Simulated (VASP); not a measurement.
# BP: band gap against strain

BP (zinc blende, F-43m, 11.552 Å³/atom at rest, cube axes along x, y and z) under a strain ε along a cube axis (axis z), the other axes held. PBEsol in VASP (plane waves, PAW), 600 eV, 12×12×12 Γ-centred mesh, Gaussian smearing 0.05 eV; ions are relaxed within the symmetry of each cell. Gaps are the smallest on the run's k-mesh, which can miss an edge that lies off it, without spin-orbit coupling; in all rows the valence edge lies at Γ and the conduction edge at about 1.2 Å⁻¹ from Γ.

Here s stands for strain and Eg for gap.

| strain (%) | gap (eV) |
|---|---|
| -3.00 | ? |
| -1.50 | 0.86 |
| -1.00 | 0.94 |
| -0.50 | 1.03 |
| 0.00 | 1.11 |

### Question
Fit Eg against s with a straight line, and predict the withheld value at s = -3.00.

### Answer
Means: s -0.75000, Eg 0.985. About the means, the sum of products is 0.21000 and the sum of squares of s is 1.2500; the slope is their ratio. Least squares gives Eg = 1.111 + 0.1680·s. Residuals (row less fit): 0.001, -0.003, 0.003, -0.001; standard error 0.003 (degrees of freedom: 2). Over these rows the gap moves by 17 ± 0.3 eV per unit strain. At the withheld row, Eg = 1.111 + 0.1680 × (-3.0) = 0.607 eV. The calculation gives 0.61 eV, which the fit meets to the printed digits. The row lies outside the fitted rows, so this is an extrapolation. The fitted rows scatter only by rounding.

Rows are the converged runs of the series near zero and its far end; series whose fitted rows scatter by over a few per cent of the range, as at a crossing or softening among them, aren't shown in this form. Most that stay on the fit to the last digits aren't either.
